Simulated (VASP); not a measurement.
VASP ran on this input.

INCAR:
```
NSW = 50   # most ionic steps
LASPH = .TRUE.   # aspherical one-centre terms
PREC = Accurate
EDIFFG = -0.01   # ionic stop
LWAVE = .FALSE.
LREAL = .FALSE.
LCHARG = .FALSE.
ISIF = 3   # ions, shape and volume
IBRION = 2
SIGMA = 0.02
SYSTEM = CaO
ISMEAR = -1   # Fermi-Dirac
GGA = PE   # PBE
ENCUT = 400   # plane-wave cut-off (eV)
NELM = 100
EDIFF = 1E-6   # SCF stop (eV)
ALGO = Normal   # blocked Davidson
```

POSCAR:
```
CaO
1
    0.0000000000     2.3542820000     2.3542820000
    2.3542820000     0.0000000000     2.3542820000
    2.3542820000     2.3542820000     0.0000000000
Ca O
1 1
Direct
  0.0000000000   0.0000000000   0.0000000000
  0.5000000000   0.5000000000   0.5000000000
```

KPOINTS:
```
Regular mesh
0
Gamma
12 12 12
```

POTCAR, in this order: Ca_sv O (PBE.64 set). Program: vasp_std.

Question: Write an equivalent input for Quantum ESPRESSO's pw.x.

Answer: One equivalent input (not run):
```
&CONTROL
  calculation = 'vc-relax'
  pseudo_dir = './pseudo'
  outdir = './out'
  tprnfor = .true.
  tstress = .true.
  nstep = 50
  forc_conv_thr = 0.00039
/
&SYSTEM
  ibrav = 0
  nat = 2
  ntyp = 2
  ecutwfc = 84
  occupations = 'smearing'
  smearing = 'fermi-dirac'
  degauss = 0.00147
  input_dft = 'pbe'
/
&ELECTRONS
  conv_thr = 7.3e-08
  electron_maxstep = 100
/
&IONS
/
&CELL
/
ATOMIC_SPECIES
  Ca 40.078 Ca.upf
  O 15.999 O.upf
CELL_PARAMETERS angstrom
     0.0000000    2.3542820    2.3542820
     2.3542820    0.0000000    2.3542820
     2.3542820    2.3542820    0.0000000
ATOMIC_POSITIONS crystal
  Ca   0.0000000  0.0000000  0.0000000
  O    0.5000000  0.5000000  0.5000000
K_POINTS automatic
  12 12 12 0 0 0
```
The two are equivalent in intent, not identical: the potentials are each code's own (VASP's PAW set, PseudoDojo norm-conserving files in pw.x), so ENCUT and ecutwfc are chosen apart and not converted; conv_thr bounds pw.x's estimated SCF error, while EDIFF bounds the energy change between steps; forc_conv_thr acts on force components and is met together with etot_conv_thr.

The structure comes from a computed database's CaO entry; how it stands against other phases isn't given here. This run relaxes it. Symmetry was kept, so distortions that lower it aren't found. The run is one of a series of settings (EDIFFG = -0.01, IBRION = 2, ISIF = 3, NSW = 50 against the base run), some of them coarse on purpose.
